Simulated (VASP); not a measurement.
Here is the system:

```yaml
crystal:
  lattice:
    - [1.73559, 1.00204, 4.51417]
    - [-1.73559, 1.00204, 4.51417]
    - [0.00000, -2.00409, 4.51417]
  atoms:
    - { symbol: Mg, position: [0.00000, 0.00000, 0.00000] }
    - { symbol: Sn, position: [0.50000, 0.50000, 0.50000] }
```

All values below come from PBEsol GGA, VASP's PBE PAW potentials (set 64) (plane waves; VASP). Settings: 400 eV cut-off, 14×14×14 Γ-centred mesh, tetrahedra with Blöchl corrections, potentials Mg Sn_d.

Unless said otherwise, spin-orbit coupling is left out, though it shifts the bands of the heavy elements here.

**Question.** What does the run give for the energy per atom (σ→0), band gap (on the k-mesh) with the smallest direct gap where there is one?

**Answer.** 
- band gap (on the k-mesh) = none (metal, semimetal or under 0.01 eV)
- energy per atom (σ→0) = -3.143 eV/atom

The structure comes from a computed database's MgSn entry (R-3m); how it stands against other phases isn't given here. It was relaxed first.
